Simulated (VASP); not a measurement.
Data:

```yaml
crystal:
  lattice:
    - [3.88378, 0.00000, 0.00000]
    - [0.00000, 3.88378, 0.00000]
    - [0.00000, 0.00000, 3.88378]
  atoms:
    - { symbol: Tl, position: [0.00000, 0.00000, 0.00000] }
    - { symbol: Bi, position: [0.50000, 0.50000, 0.50000] }
```

Computed with PBEsol GGA, VASP's PBE PAW potentials (set 64) (plane waves; VASP 6.6.1). Run with 400 eV cut-off, 11×11×11 Γ-centred mesh, tetrahedra with Blöchl corrections, potentials Tl_d Bi_d.

Unless said otherwise, spin-orbit coupling is left out, though it shifts the bands of the heavy elements here.

### Question
Tabulate the total density of states (states/eV per cell) against energy (eV; zero at the valence-band maximum or, without a gap, the Fermi level).

### Answer

(E (eV), DOS (states/eV)): (-9.98, 1.20); (-9.86, 1.41); (-9.62, 0.10); (-9.50, 0.00); (-9.26, 0.00); (-9.14, 0.00); (-8.90, 0.00); (-8.78, 0.00); (-8.66, 0.00); (-8.42, 0.00); (-8.30, 0.00); (-8.06, 0.00); (-7.94, 0.00); (-7.82, 0.00); (-7.58, 0.02); (-7.46, 0.22); (-7.22, 0.40); (-7.10, 0.47); (-6.86, 0.65); (-6.74, 0.76); (-6.62, 0.89); (-6.38, 1.39); (-6.26, 1.66); (-6.02, 1.40); (-5.90, 1.03); (-5.78, 0.85); (-5.54, 0.58); (-5.42, 0.46); (-5.18, 0.30); (-5.06, 0.25); (-4.82, 0.17); (-4.70, 0.13); (-4.58, 0.07); (-4.34, 0.00); (-4.22, 0.00); (-3.98, 0.14); (-3.86, 0.19); (-3.74, 0.31); (-3.50, 0.52); (-3.38, 0.58); (-3.14, 0.75); (-3.02, 0.90); (-2.78, 1.19); (-2.66, 1.43); (-2.54, 1.49); (-2.30, 1.32); (-2.18, 1.37); (-1.94, 1.03); (-1.82, 0.98); (-1.70, 0.98); (-1.46, 1.08); (-1.34, 1.09); (-1.10, 1.10); (-0.98, 1.09); (-0.74, 1.09); (-0.62, 1.15); (-0.50, 1.14); (-0.26, 1.20); (-0.14, 1.17); (0.10, 1.10); (0.22, 1.14); (0.34, 1.14); (0.58, 1.17); (0.70, 1.14); (0.94, 1.26); (1.06, 1.34); (1.30, 1.50); (1.42, 1.55); (1.54, 1.62); (1.78, 0.89); (1.90, 0.66); (2.14, 0.44); (2.26, 0.45); (2.38, 0.48); (2.62, 0.55); (2.74, 0.64); (2.98, 0.94); (3.10, 1.11); (3.34, 1.48); (3.46, 1.53)
Within 2 eV below the Fermi level the largest weight inside VASP's projection spheres is Bi p, then Tl p.

The structure was generated: TlBi was put into the CsCl type type (Pm-3m), which need not be its known phase. It was relaxed first, which changed the volume by +6 %.
